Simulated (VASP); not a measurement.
# Al2Cu (I4/mcm) in VASP: elastic constants with LDA

Aim: the elastic constants of Al2Cu with LDA.

Everything below comes from runs of VASP 6.6.1. Logs are shortened: lines on timing, memory, paths and dates and some standing lists are left out, and cuts for length are marked.

### Step 1. Starting point

The structure is tetragonal, space group I4/mcm (No. 140). The conventional cell has a = 5.943 Å, b = 5.943 Å, c = 4.780 Å, α = 90.00°, β = 90.00°, γ = 90.00°. Al (site symmetry m2m) has 4 Cu at 2.53 Å and 3 Al at 2.68 to 2.83 Å as nearest neighbours. Cu (site symmetry 422) is surrounded by 2 Cu at 2.39 Å and 8 Al at 2.53 Å.

The cell was built by a generator and needn't be a form met in nature.

### Step 2. Elastic constants, LDA

File POSCAR:

```
Al2Cu
1.0
   -2.9712808202      2.9712808202      2.3898642243
    2.9712808202     -2.9712808202      2.3898642243
    2.9712808202      2.9712808202     -2.3898642243
  Al              Cu
     4     2
Direct
     0.6593783039192386    0.1593783039192385    0.8187566078384840
     0.1593783039192385    0.3406216960807615    0.5000000000000000
     0.3406216960807615    0.8406216960807614    0.1812433921615159
     0.8406216960807614    0.6593783039192386    0.5000000000000000
     0.2500000000000000    0.2500000000000000    1.0000000000000000
     0.7500000000000000    0.7500000000000000    1.0000000000000000
```

File INCAR.step1:

```
PREC = Accurate
ENCUT = 600
EDIFF = 1E-8
ISMEAR = 1
SIGMA = 0.2
LREAL = F
LASPH = T
NELM = 60
ALGO = Fast
ISIF = 3
LWAVE = F
LCHARG = F
GGA = CA
KPAR = 16
IBRION = 2
NSW = 40
EDIFFG = -0.002
```

File INCAR.step2:

```
PREC = Accurate
ENCUT = 600
EDIFF = 1E-8
ISMEAR = 1
SIGMA = 0.2
LREAL = F
LASPH = T
NELM = 60
ALGO = Fast
ISIF = 3
LWAVE = F
LCHARG = F
GGA = CA
KPAR = 16
IBRION = 6
NFREE = 2
POTIM = 0.015
NSW = 1
```

File KPOINTS:

```
Automatic mesh
0
Gamma
  14 14 14
```

Potentials or basis: VASP PAW LDA potentials, release 64 (Al, Cu).

Run with:

```
$ cat potpaw_LDA.64/Al/POTCAR potpaw_LDA.64/Cu/POTCAR > POTCAR
$ cp INCAR.step1 INCAR
$ mpirun -np 16 vasp_std > vasp.out
$ cp CONTCAR POSCAR
$ cp INCAR.step2 INCAR
$ mpirun -np 16 vasp_std > vasp.out
```

OUTCAR:

```text
PREC = Accurate
   ENCUT = 600
   EDIFF = 1E-8
   ISMEAR = 1
   LREAL = F
   LASPH = T
   NELM = 60
   ISIF = 3
   GGA = CA
   IBRION = 6
   NFREE = 2
   POTIM = 0.015
   NSW = 1

 ion  position               nearest neighbor table
   1  0.659  0.159  0.819-   5 2.54   6 2.54   5 2.54   6 2.54   3 2.68   3 2.84   3 2.84   2 3.05
                             4 3.05   4 3.05   2 3.05   2 3.16   4 3.16   4 3.16   2 3.16
   2  0.159  0.341  0.500-   6 2.54   5 2.54   5 2.54   6 2.54   4 2.68   4 2.84   4 2.84   1 3.05
                             3 3.05   1 3.05   3 3.05   3 3.16   1 3.16   1 3.16   3 3.16
   3  0.341  0.841  0.181-   5 2.54   6 2.54   5 2.54   6 2.54   1 2.68   1 2.84   1 2.84   4 3.05
                             2 3.05   2 3.05   4 3.05   4 3.16   2 3.16   4 3.16   2 3.16
   4  0.841  0.659  0.500-   5 2.54   6 2.54   6 2.54   5 2.54   2 2.68   2 2.84   2 2.84   1 3.05
                             3 3.05   1 3.05   3 3.05   3 3.16   1 3.16   1 3.16   3 3.16
   5  0.250  0.250  0.000-   6 2.39   6 2.39   3 2.54   1 2.54   3 2.54   1 2.54   2 2.54   4 2.54
                             4 2.54   2 2.54
   6  0.750  0.750  0.000-   5 2.39   5 2.39   3 2.54   1 2.54   3 2.54   1 2.54   4 2.54   4 2.54
                             2 2.54   2 2.54

  LATTYP: Found a body centered tetragonal cell.
 ALAT       =     5.9442797623
 C/A-ratio  =     0.8044218038

  Lattice vectors:

 A1 = (  -2.9721398812,   2.9721398812,   2.3908541242)
 A2 = (   2.9721398812,  -2.9721398812,   2.3908541242)
 A3 = (   2.9721398812,   2.9721398812,  -2.3908541242)

Analysis of symmetry for initial positions (statically):
=====================================================================
 Subroutine PRICEL returns:
 Original cell was already a primitive cell.

 Routine SETGRP: Setting up the symmetry group for a
 body centered tetragonal supercell.

 Subroutine GETGRP returns: Found 16 space group operations
 (whereof  8 operations were pure point group operations)
 out of a pool of 16 trial point group operations.

The static configuration has the point symmetry C_4h.
 The point group associated with its full space group is D_4h.

[... 975 lines left out ...]
  -------------------------------------------------------------------------------------
  Total       -0.0030772     -0.0030772      0.0136977     -0.0000000      0.0000000      0.0000000
  in kB       -0.0583591     -0.0583591      0.2597802     -0.0000000      0.0000000      0.0000000
  external PRESSURE =       0.0476873 kB  Pullay stress =       0.0000000 kB
[... 21 lines left out ...]
  FREE ENERGIE OF THE ION-ELECTRON SYSTEM (eV)
  ---------------------------------------------------
  free  energy   TOTEN  =       -27.2803104789 eV

  energy  without entropy=      -27.2802136255  energy(sigma->0) =      -27.28027819

 INTERNAL STRAIN TENSORS FROM STRAINED CELLS
 ============================================

 INTERNAL STRAIN TENSOR FOR ION    1 for displacements in x,y,z  (eV/Angst):
          X           Y           Z          XY          YZ          ZX
  --------------------------------------------------------------------------------
  x     2.21433    -3.04642     2.40134    -2.69045    -0.00007     0.00018
  y    -3.04648     2.21466     2.40134    -2.69284    -0.00008     0.00019
  z     0.00000    -0.00000     0.00000    -0.00000     3.07976     3.08368

 INTERNAL STRAIN TENSORS FROM DISPLACED ATOMS
 ============================================

 INTERNAL STRAIN TENSOR FOR ION    1 for displacements in x,y,z  (eV/Angst):
          X           Y           Z          XY          YZ          ZX
  --------------------------------------------------------------------------------
  x     2.29481    -2.93538     2.42185    -2.67902     0.00000     0.00000
  y    -2.93538     2.29481     2.42185    -2.67903     0.00000     0.00000
  z     0.00000     0.00000     0.00000     0.00000     3.10910     3.10910

 INTERNAL STRAIN TENSOR FOR ION    6 for displacements in x,y,z  (eV/Angst):
          X           Y           Z          XY          YZ          ZX
  --------------------------------------------------------------------------------
  x     0.00000     0.00000     0.00000     0.00000     0.39801     0.00000
  y     0.00000    -0.00000     0.00000     0.00000     0.00000    -0.39801
  z     0.00000     0.00000    -0.00000    -0.00000     0.00000     0.00000

 Eigenvectors and eigenvalues of the dynamical matrix
 ----------------------------------------------------

   1 f  =    9.916711 THz    62.308536 2PiTHz  330.785888 cm-1    41.012205 meV
             X         Y         Z           dx          dy          dz
      0.947312  3.919452 -0.000000     0.215439   -0.215439    0.000000
      2.024828  0.947312  0.000000     0.215439    0.215439    0.000000
      2.024828 -0.947312  2.390854    -0.215439    0.215439    0.000000
      0.947312  2.024828  2.390854    -0.215439   -0.215439    0.000000
      0.000000  0.000000  1.195427    -0.000000   -0.000000    0.560665
      0.000000  0.000000  3.586281    -0.000000   -0.000000   -0.560665
[... 145 lines left out ...]
  18 f/i=    0.012470 THz     0.078353 2PiTHz    0.415961 cm-1     0.051573 meV
             X         Y         Z           dx          dy          dz
      0.947312  3.919452 -0.000000    -0.000000    0.000000    0.339612
      2.024828  0.947312  0.000000    -0.000000    0.000000    0.339612
      2.024828 -0.947312  2.390854    -0.000000    0.000000    0.339612
      0.947312  2.024828  2.390854    -0.000000    0.000000    0.339612
      0.000000  0.000000  1.195427    -0.000000    0.000000    0.518968
      0.000000  0.000000  3.586281    -0.000000    0.000000    0.518968

--------------------------------------------------------------------------------------------------------

 ELASTIC MODULI CONTR FROM IONIC RELAXATION (kBar)
 Direction    XX          YY          ZZ          XY          YZ          ZX
 --------------------------------------------------------------------------------
 XX        -165.4294    161.6892     14.1409      0.0000      0.0000     -0.0000
 YY         161.6892   -165.4294     14.1409     -0.0000     -0.0000      0.0000
 ZZ          14.1409     14.1409   -106.9276      0.0000     -0.0000     -0.0000
 XY           0.0000     -0.0000      0.0000   -134.0464     -0.0000     -0.0000
 YZ           0.0000     -0.0000     -0.0000     -0.0000   -135.3023     -0.0000
 ZX          -0.0000      0.0000     -0.0000     -0.0000     -0.0000   -135.3023
 --------------------------------------------------------------------------------

 TOTAL ELASTIC MODULI (kBar)
 Direction    XX          YY          ZZ          XY          YZ          ZX
 --------------------------------------------------------------------------------
 XX        1970.8884    800.2296    677.0544      0.0000      0.0000     -0.0000
 YY         800.2296   1970.8884    677.0544     -0.0000     -0.0000      0.0000
 ZZ         677.0544    677.0544   2041.1512      0.0000     -0.0000     -0.0000
 XY           0.0000     -0.0000      0.0000    593.0638     -0.0000     -0.0000
 YZ           0.0000     -0.0000     -0.0000     -0.0000    294.8509     -0.0000
 ZX          -0.0000      0.0000     -0.0000     -0.0000     -0.0000    294.8509
 --------------------------------------------------------------------------------
```

Wall time 37 min (16 MPI ranks of Intel Xeon Platinum 8488C (Sapphire Rapids), shared host); peak memory 2.2 GiB.

Results:

```
Relaxed volume                                          : 14.08 Å³/atom
Relaxed cell                                            : a = 4.836 Å, b = 4.836 Å, c = 4.836 Å, α = 104.15°, β = 104.15°, γ = 120.74°
Space group after relaxing (to 0.05 Å)                  : I4/mcm (No. 140)
Voigt bulk modulus                                      : 114 GPa
Highest phonon frequency at Γ, LO-TO splitting left out : 331 cm⁻¹
```

Final structure:
```
CELL_PARAMETERS angstrom
-2.97214 2.97214 2.39085
2.97214 -2.97214 2.39085
2.97214 2.97214 -2.39085
ATOMIC_POSITIONS crystal
Al 0.65937 0.15937 0.81873
Al 0.15937 0.34063 0.50000
Al 0.34063 0.84063 0.18127
Al 0.84063 0.65937 0.50000
Cu 0.25000 0.25000 0.00000
Cu 0.75000 0.75000 0.00000
```

Phonon frequencies in cm⁻¹ (negative: imaginary):
| q point | frequencies |
| --- | --- |
| (0.000, 0.000, 0.000) | 0 0 0 147 147 153 153 190 195 220 253 265 265 286 290 302 302 331 |

Elastic tensor in Voigt notation (GPa, in the Cartesian axes of the cell as first typed):
```
197  80  68   0   0   0
 80 197  68   0   0   0
 68  68 204   0   0   0
  0   0   0  29   0   0
  0   0   0   0  29   0
  0   0   0   0   0  59
```

Clamped-ion elastic tensor (GPa):
```
214  64  66   0   0   0
 64 214  66   0   0   0
 66  66 215   0   0   0
  0   0   0  43   0   0
  0   0   0   0  43   0
  0   0   0   0   0  73
```
